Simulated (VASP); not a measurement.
VASP input:

KPOINTS:
```
Automatic
0
G
  5 5 5
```

POSCAR:
```
CsBr
4.290
  1.0000000000   0.0000000000   0.0000000000
  0.0000000000   1.0000000000   0.0000000000
  0.0000000000   0.0000000000   1.0000000000
Cs Br
1 1
Direct
  0.0000000000   0.0000000000   0.0000000000
  0.5000000000   0.5000000000   0.5000000000
```

### INCAR
```
SYSTEM = CsBr
PREC = Accurate
ENCUT = 400
EDIFF = 1E-6
NELM = 100
ALGO = Normal
LREAL = .FALSE.
LASPH = .TRUE.
ISMEAR = 0
SIGMA = 0.05
GGA = PE
LMAXMIX = 4
LWAVE = .FALSE.
LCHARG = .FALSE.
ISIF = 2
```

POTCAR, in this order: Cs_sv Br (PBE.64 set). Program: vasp_std.

Q: Translate this PBE calculation to Quantum ESPRESSO's pw.x.

A: One equivalent input (not run):
```
&CONTROL
  calculation = 'scf'
  pseudo_dir = './pseudo'
  outdir = './out'
  tprnfor = .true.
  tstress = .true.
/
&SYSTEM
  ibrav = 0
  nat = 2
  ntyp = 2
  ecutwfc = 50
  occupations = 'smearing'
  smearing = 'gaussian'
  degauss = 0.003675
  input_dft = 'pbe'
/
&ELECTRONS
  conv_thr = 7.3e-08
  electron_maxstep = 100
/
ATOMIC_SPECIES
  Cs 132.905 Cs.upf
  Br 79.904 Br.upf
CELL_PARAMETERS angstrom
     4.2900000    0.0000000    0.0000000
     0.0000000    4.2900000    0.0000000
     0.0000000    0.0000000    4.2900000
ATOMIC_POSITIONS crystal
  Cs   0.0000000  0.0000000  0.0000000
  Br   0.5000000  0.5000000  0.5000000
K_POINTS automatic
  5 5 5 0 0 0
```
Limits of the translation: the potentials are each code's own (VASP's PAW set, PseudoDojo norm-conserving files in pw.x), so ENCUT and ecutwfc are chosen apart and not converted; conv_thr bounds pw.x's estimated SCF error, while EDIFF bounds the energy change between steps.

The compound is CsBr in the CsCl type structure. The cell was not relaxed at this level.
